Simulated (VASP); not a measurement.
Lu:

```
Lu
1.0
     3.51805    0.00000    0.00000
    -1.75903    3.04672    0.00000
     0.00000    0.00000    5.44608
Lu
2
Direct
  0.33333 0.66667 0.25000
  0.66667 0.33333 0.75000
```

- Program: VASP 6.6.1
- Task: relaxation of cell and atoms
- Functional: PBEsol
- Potentials or basis: VASP PAW PBE potentials, release 64 (Lu)
- Cutoff: 600 eV
- k mesh: 15 × 15 × 8
- Occupations: gaussian, width 0.1 eV
- Spin: no spin polarisation

At the start: pressure -2.6 GPa; volume 29.19 Å³/atom.

**Question.** Where does the relaxation end?

**Answer.** Over 10 steps the energy falls by 13.4 meV/atom and the volume is 27.60 Å³/atom (-5.4 %); space group P6_3/mmc (No. 194, to 0.05 Å).

The path:
```tsv
step	energy change (eV)	largest force (eV/Å)	pressure (GPa)	volume (Å³)
1	0.0000	0.0000	-2.59	58.37
2	-0.0253	0.0000	0.68	54.47
3	-0.0268	0.0000	-0.03	55.19
4	-0.0268	0.0000	0.05	55.13
5	-0.0268	0.0000	0.04	55.19
6	-0.0267	0.0000	-0.02	55.32
7	-0.0268	0.0000	-0.10	55.27
8	-0.0268	0.0000	-0.06	55.21
9	-0.0268	0.0000	-0.03	55.20
10	-0.0268	0.0000	0.00	55.20
```

Final structure:
```
CELL_PARAMETERS angstrom
3.44958 0.00000 0.00000
-1.72479 2.98743 0.00000
0.00000 0.00000 5.35624
ATOMIC_POSITIONS crystal
Lu 0.33333 0.66667 0.25000
Lu 0.66667 0.33333 0.75000
```

Caveat: the PAW data sets were made with another functional, which shifts forces and pressure a little.
